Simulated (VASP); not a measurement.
Input:

```
TiSi
1.0
    3.08636     0.00000     0.00000
    0.00000     3.08636     0.00000
    0.00000     0.00000     3.08636
Ti Si
1 1
Cartesian
  0.00000   0.00000   0.00000
  1.54318   1.54318   1.54318
```

Computed with PBE GGA, VASP's PBE PAW potentials (set 64) (plane waves; VASP). Run with 300 eV cut-off, 6×6×6 Γ-centred mesh, Gaussian smearing of 0.14 eV, potentials Ti_sv Si.

At this cut-off the stress carries a Pulay error, which pulls relaxed volumes low.

Task: Estimate the energy per atom (σ→0), pressure, band gap (on the k-mesh) with the smallest direct gap where there is one.

Result: 
| Item | Result |
|---|---|
| band gap (on the k-mesh) | none (metal, semimetal or under 0.01 eV) |
| energy per atom (σ→0) | -6.899 eV/atom |
| pressure | 3.93 GPa |

Only differences to runs with the same potentials and settings are physical.

The structure was generated: TiSi was put into an ordered model structure, which need not be its known phase. The cell was not relaxed at this level. The k-mesh is coarse (spacing up to 0.34 per Å, 2π included), so the numbers may not be converged in it.
